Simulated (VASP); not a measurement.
# NiH4N (P-43m) in VASP: reference runs

Reference runs on NiH4N: the cell as given.

Program: VASP 6.6.1. These are calculated values, not measurements. Logs are shortened: lines on timing, memory, paths and dates and some standing lists are left out, and cuts for length are marked.

## 1. The crystal as given

Symmetry: P-43m, No. 215, cubic system. Conventional cell: a = 3.870 Å, b = 3.870 Å, c = 3.870 Å, α = 90.00°, β = 90.00°, γ = 90.00°. Around Ni (site symmetry -43m) lie 4 H at 2.30 Å. Around H (site symmetry 3m) lie 1 N at 1.05 Å. N (site symmetry -43m) is surrounded by 4 H at 1.05 Å.

The cell was built by a generator and needn't be a form met in nature.

## 2. Single point, PBE, collinear spin, ferromagnetic start

INCAR

```
  PREC = Accurate
  ENCUT = 520
  EDIFF = 1E-7
  ISMEAR = -1
  SIGMA = 0.05
  LREAL = False
  LASPH = True
  NELM = 120
  ALGO = Normal
  ISIF = 2
  LWAVE = False
  LCHARG = True
  ISPIN = 2
  MAGMOM = 1 0 0 0 0 0
  LORBIT = 11
  LMAXMIX = 4
  GGA = PE
  LELF = True
  LVHAR = True
  NBANDS = 22
```

KPOINTS

```
regular mesh
0
Gamma
  7 7 7
```

POSCAR

```
NiH4N
1.0
    3.8703700000      0.0000000000      0.0000000000
    0.0000000000      3.8703700000      0.0000000000
    0.0000000000      0.0000000000      3.8703700000
Ni H N
1 4 1
Direct
    0.5000000000      0.5000000000      0.5000000000
    0.1572200000      0.1572200000      0.1572200000
    0.1572200000      0.8427800000      0.8427800000
    0.8427800000      0.8427800000      0.1572200000
    0.8427800000      0.1572200000      0.8427800000
    0.0000000000      0.0000000000      0.0000000000
```

Potentials or basis: VASP PAW PBE potentials, release 64 (Ni, H, N).

Launch:

```bash
$ cat potpaw_PBE.64/Ni/POTCAR potpaw_PBE.64/H/POTCAR potpaw_PBE.64/N/POTCAR > POTCAR
$ mpirun -np 1 vasp_std > vasp.out
```

OUTCAR:

```text
PREC = Accurate
   ENCUT = 520
   EDIFF = 1E-7
   ISMEAR = -1
   LREAL = False
   LASPH = True
   NELM = 120
   ISIF = 2
   ISPIN = 2
   LORBIT = 11
   GGA = PE

 ion  position               nearest neighbor table
   1  0.500  0.500  0.500-
   2  0.157  0.157  0.157-   6 1.05
   3  0.157  0.843  0.843-   6 1.05
   4  0.843  0.843  0.157-   6 1.05
   5  0.843  0.157  0.843-   6 1.05
   6  0.000  0.000  0.000-   2 1.05   3 1.05   4 1.05   5 1.05

  LATTYP: Found a simple cubic cell.
 ALAT       =     3.8703700000

  Lattice vectors:

 A1 = (   3.8703700000,   0.0000000000,   0.0000000000)
 A2 = (   0.0000000000,   3.8703700000,   0.0000000000)
 A3 = (   0.0000000000,   0.0000000000,   3.8703700000)

Analysis of symmetry for initial positions (statically):
=====================================================================
 Subroutine PRICEL returns:
 Original cell was already a primitive cell.

 Routine SETGRP: Setting up the symmetry group for a
 simple cubic supercell.

 Subroutine GETGRP returns: Found 24 space group operations
 (whereof 24 operations were pure point group operations)
 out of a pool of 48 trial point group operations.

The static configuration has the point symmetry T_d .

Analysis of symmetry for dynamics (positions and initial velocities):
=====================================================================
 Subroutine PRICEL returns:
 Original cell was already a primitive cell.

 Routine SETGRP: Setting up the symmetry group for a
 simple cubic supercell.

 Subroutine GETGRP returns: Found 24 space group operations
 (whereof 24 operations were pure point group operations)
 out of a pool of 48 trial point group operations.

The dynamic configuration has the point symmetry T_d .

Analysis of structural, dynamic, and magnetic symmetry:
=====================================================================
 Subroutine PRICEL returns:
 Original cell was already a primitive cell.

 Routine SETGRP: Setting up the symmetry group for a
 simple cubic supercell.

 Subroutine GETGRP returns: Found 24 space group operations
 (whereof 24 operations were pure point group operations)
 out of a pool of 48 trial point group operations.

The overall configuration has the point symmetry T_d .

 Subroutine INISYM returns: Found 24 space group operations
 (whereof 24 operations are pure point group operations),
 and found     1 'primitive' translations

----------------------------------------------------------------------------------------

                                     Primitive cell

  volume of cell :      57.9772

  direct lattice vectors                    reciprocal lattice vectors
     3.870370000  0.000000000  0.000000000     0.258373230  0.000000000  0.000000000
     0.000000000  3.870370000  0.000000000     0.000000000  0.258373230  0.000000000
     0.000000000  0.000000000  3.870370000     0.000000000  0.000000000  0.258373230

  length of vectors
     3.870370000  3.870370000  3.870370000     0.258373230  0.258373230  0.258373230

  position of ions in fractional coordinates (direct lattice)
     0.500000000  0.500000000  0.500000000
     0.157220000  0.157220000  0.157220000
     0.157220000  0.842780000  0.842780000
     0.842780000  0.842780000  0.157220000
     0.842780000  0.157220000  0.842780000
     0.000000000  0.000000000  0.000000000

  ion indices of the primitive-cell ions
   primitive index   ion index
                 1           1
                 2           2
                 3           3
                 4           4
                 5           5
                 6           6

----------------------------------------------------------------------------------------

 KPOINTS: regular mesh

Automatic generation of k-mesh.
 Grid dimensions read from file:
 generate k-points for:    7    7    7

 Generating k-lattice:

  Cartesian coordinates                     Fractional coordinates (reciprocal lattice)
     0.036910461  0.000000000  0.000000000     0.142857143  0.000000000  0.000000000
     0.000000000  0.036910461  0.000000000     0.000000000  0.142857143  0.000000000
     0.000000000  0.000000000  0.036910461     0.000000000  0.000000000  0.142857143

  Length of vectors
     0.036910461  0.036910461  0.036910461

  Shift w.r.t. Gamma in fractional coordinates (k-lattice)
     0.000000000  0.000000000  0.000000000

 Subroutine IBZKPT returns following result:
 ===========================================

 Found     20 irreducible k-points:

 Following reciprocal coordinates:
            Coordinates               Weight
  0.000000  0.000000  0.000000      1.000000
  0.142857  0.000000  0.000000      6.000000
  0.285714  0.000000  0.000000      6.000000
  0.428571  0.000000  0.000000      6.000000
  0.142857  0.142857  0.000000     12.000000
  0.285714  0.142857  0.000000     24.000000
[... 12 lines left out ...]
  0.428571  0.428571  0.285714     24.000000
  0.428571  0.428571  0.428571      8.000000
   k-points           NKPTS =     20   k-points in BZ     NKDIM =     20   number of bands    NBANDS=     22
   number of dos      NEDOS =    301   number of ions     NIONS =      6
   total plane-waves  NPLWV =  27000
   dimension x,y,z NGX =    30 NGY =   30 NGZ =   30
   dimension x,y,z NGXF=    60 NGYF=   60 NGZF=   60
   ions per type =               1   4   1
   NGX,Y,Z   is equivalent  to a cutoff of  12.89, 12.89, 12.89 a.u.
   NGXF,Y,Z  is equivalent  to a cutoff of  25.77, 25.77, 25.77 a.u.
 SYSTEM =  unknown system
   PREC   = accura    normal or accurate (medium, high low for compatibility)
   ISTART =      0    job   : 0-new  1-cont  2-samecut
   ICHARG =      2    charge: 1-file 2-atom 10-const
   ISPIN  =      2    spin polarized calculation?
   LNONCOLLINEAR =      F non collinear calculations
   LSORBIT =      F    spin-orbit coupling
   LASPH  =      T    aspherical Exc in radial PAW
   ENCUT  =  520.0 eV  38.22 Ry    6.18 a.u.   7.20  7.20  7.20*2*pi/ulx,y,z
   NELM   =    120;   NELMIN=  2; NELMDL= -5     # of ELM steps
   EDIFF  = 0.1E-06   stopping-criterion for ELM
   LREAL  =      F    real-space projection
   EDIFFG = 0.1E-05   stopping-criterion for IOM
   NSW    =      0    number of steps for IOM
   IBRION =     -1    ionic relax: 0-MD 1-quasi-New 2-CG
   NFREE  =      0    steps in history (QN), initial steepest desc. (CG)
   ISIF   =      2    stress and relaxation
   ISYM   =      2    0-nonsym 1-usesym 2-fastsym
   POTIM  = 0.5000    time-step for ionic-motion
   TEBEG  =    0.0;   TEEND  =   0.0 temperature during run
   PSTRESS=    0.0 pullay stress
   NELECT =      19.0000    total number of electrons
   NUPDOWN=      -1.0000    fix difference up-down
   EMIN   =  10.00;   EMAX   =-10.00  energy-range for DOS
   EFERMI =   0.00;   METHOD = LEGACY
   ISMEAR =    -1;   SIGMA  =   0.05  broadening in eV -4-tet -1-fermi 0-gaus
   EFERMI_NEDOS =   21; number of points for ismear=-14 and -15
   IALGO  =     38    algorithm
   IMIX   =      4    mixing-type and parameters
     AMIX     =   0.40;   BMIX     =  1.00
     AMIX_MAG =   1.60;   BMIX_MAG =  1.00
  volume/ion in A,a.u.               =       9.66        65.21
  Fermi-wavevector in a.u.,A,eV,Ry     =   1.128687  2.132909 17.332931  1.273934
  Thomas-Fermi vector in A             =   2.265378
   LORBIT       =     11    0 simple, 1 ext, 2 COOP (PROOUT), +10 PAW based schemes
   GGA     = PE    functional components
   LHFCALC =     F    Hartree Fock is set to
   AEXX    =    0.0000 exact exchange contribution
   IVDW    =     0    specifies the selected vdW correction
   LEPSILON=     F    determine dielectric tensor
   LRPA    =     F    only Hartree local field effects (RPA)
 spin polarized calculation
  energy-cutoff  :      520.00
  volume of cell :       57.98
 maximum number of plane-waves:      1573
 NGX is ok and might be reduce to    30
   NGX = 15   NGY = 15   NGZ = 15

 number of electron      19.0000015 magnetization       0.9433057

 Free energy of the ion-electron system (eV)
  ---------------------------------------------------
  ext. energy  EPLUGINS =         0.00000000
  ---------------------------------------------------
  free energy    TOTEN  =       -25.18209816 eV

  energy without entropy =      -25.16096461  energy(sigma->0) =      -25.17153138

 E-fermi :   1.7960     XC(G=0):  -8.5730

 val. band max:        1.7661904664   @ k =   0.4286   0.2857   0.0000
 cond. band min:       1.8154003835   @ k =   0.4286   0.0000   0.0000
 fundamental gap:      0.0492099171
 Fermi energy:         1.7959887517

 spin component 1

 k-point     1 :       0.0000    0.0000    0.0000
  band No.  band energies     occupation
      1     -18.1683      1.00000
      2      -7.3960      1.00000
      3      -7.3960      1.00000
      4      -7.3960      1.00000
      5      -1.5157      1.00000
      6       0.1573      1.00000
[... 469 lines left out ...]
     20      15.7720      0.00000
     21      19.3358      0.00000
 Fermi energy:         1.7959887517

 spin component 2

 k-point     1 :       0.0000    0.0000    0.0000
  band No.  band energies     occupation
      1     -18.1687      1.00000
      2      -7.3983      1.00000
      3      -7.3983      1.00000
      4      -7.3983      1.00000
      5      -1.4047      1.00000
      6       1.4202      0.99946
[... 469 lines left out ...]
     20      15.8478      0.00000
     21      19.3328      0.00000
 [bands above 21 left out]

------------------------ aborting loop because EDIFF is reached ----------------------------------------

  FORCE on cell =-STRESS in cart. coord.  units (eV):
  Direction    XX          YY          ZZ          XY          YZ          ZX
  --------------------------------------------------------------------------------------
  -------------------------------------------------------------------------------------
  Total       -0.0545028     -0.0545028     -0.0545028      0.0000000      0.0000000     -0.0000000
  in kB       -1.5061630     -1.5061630     -1.5061630      0.0000000      0.0000000     -0.0000000
  external PRESSURE =      -1.5061630 kB  Pullay stress =       0.0000000 kB

 VOLUME and BASIS-vectors are now :
 -----------------------------------------------------------------------------
  energy-cutoff  :      520.00
  volume of cell :       57.98
      direct lattice vectors                 reciprocal lattice vectors
     3.870370000  0.000000000  0.000000000     0.258373230  0.000000000  0.000000000
     0.000000000  3.870370000  0.000000000     0.000000000  0.258373230  0.000000000
     0.000000000  0.000000000  3.870370000     0.000000000  0.000000000  0.258373230

 POSITION                                       TOTAL-FORCE (eV/Angst)
 -----------------------------------------------------------------------------------
      1.93518      1.93518      1.93518         0.000000      0.000000      0.000000
      0.60850      0.60850      0.60850         0.004885      0.004885      0.004885
      0.60850      3.26187      3.26187         0.004885     -0.004885     -0.004885
      3.26187      3.26187      0.60850        -0.004885     -0.004885      0.004885
      3.26187      0.60850      3.26187        -0.004885      0.004885     -0.004885
      0.00000      0.00000      0.00000         0.000000      0.000000      0.000000
 -----------------------------------------------------------------------------------
    total drift:                                0.000000      0.000000      0.000000

  FREE ENERGIE OF THE ION-ELECTRON SYSTEM (eV)
  ---------------------------------------------------
  free  energy   TOTEN  =       -25.1820981592 eV

  energy  without entropy=      -25.1609646087  energy(sigma->0) =      -25.17153138

 total charge

# of ion       s       p       d       tot
------------------------------------------
    1        0.534   0.044   8.350   8.927
    2        0.586   0.079   0.000   0.665
    3        0.586   0.079   0.000   0.665
    4        0.586   0.079   0.000   0.665
    5        0.586   0.079   0.000   0.665
    6        1.250   2.776   0.000   4.025
--------------------------------------------------
tot          4.126   3.136   8.350  15.612

 magnetization (x)

# of ion       s       p       d       tot
------------------------------------------
    1        0.054  -0.001   0.862   0.915
    2       -0.000  -0.000   0.000  -0.000
    3       -0.000  -0.000   0.000  -0.000
    4       -0.000  -0.000   0.000  -0.000
    5       -0.000  -0.000   0.000  -0.000
    6       -0.002   0.003   0.000   0.001
--------------------------------------------------
tot          0.052   0.002   0.862   0.916
```

It took 75 s on 1 thread of AMD EPYC 7R43 (Zen 3), shared host; peak memory 0.16 GiB.

Results:

* Free energy: -25.1821 eV
* Pressure: -0.2 GPa
* Largest force: 0.008 eV/Å
* Band gap on the k mesh: none (metal or under the smearing width)
* Net moment: 0.94 μB per cell
* Site moments: Ni +0.92; H -0.00; N +0.00 μB
* Valence electrons inside the program's atomic spheres: Ni 8.93; H 0.67; N 4.03

Forces in eV/Å, atoms in the order of the input:
```
Ni   0.000  0.000  0.000
H    0.005  0.005  0.005
H    0.005 -0.005 -0.005
H   -0.005 -0.005  0.005
H   -0.005  0.005 -0.005
N    0.000  0.000  0.000
```

Levels at points of the mesh, in eV from the Fermi level:
Spin up:
| k point | band 7 | band 8 | band 9 | band 10 | band 11 | band 12 | band 13 | band 14 |
| --- | --- | --- | --- | --- | --- | --- | --- | --- |
| (0.00, 0.00, 0.00) | -1.64 | -0.88 | -0.88 | -0.88 | 5.80 | 5.80 | 5.80 | 6.22 |
Spin down:
| k point | band 5 | band 6 | band 7 | band 8 | band 9 | band 10 | band 11 | band 12 | band 13 | band 14 |
| --- | --- | --- | --- | --- | --- | --- | --- | --- | --- | --- |
| (0.00, 0.00, 0.00) | -3.20 | -0.38 | -0.38 | -0.38 | -0.37 | -0.37 | 5.89 | 5.89 | 5.89 | 6.37 |

Caveat: a cell with one magnetic atom can't hold antiferromagnetic order, which such compounds often take.
